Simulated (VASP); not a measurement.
```yaml
crystal:
  lattice:
    - [2.66153, 0.00000, 0.00000]
    - [0.00000, 2.66153, 0.00000]
    - [0.00000, 0.00000, 3.23638]
  atoms:
    - { symbol: Zn, position: [0.50000, 0.50000, 0.50000] }
    - { symbol: Ni, position: [0.00000, 0.00000, 0.00000] }
```

The numbers are results of PBEsol GGA, VASP's PBE PAW potentials (set 64) (plane waves; VASP), not measurements. Numerical set-up: 400 eV cut-off, Gaussian smearing of 0.050 eV, potentials Zn Ni.

### Question
Predict the band gap (along the path) with the smallest direct gap where there is one.

### Answer

```yaml
band gap (along the path): none (metal, semimetal or under 0.01 eV)
```

The absolute energy has meaning only against runs of the same code, potentials and settings.

The structure comes from a measured ZnNi entry (P4/mmm) of the Crystallography Open Database, whose conditions weren't checked. It was relaxed first, which changed the volume by -6 %. The run is not spin-polarised, so no magnetic state was tried.
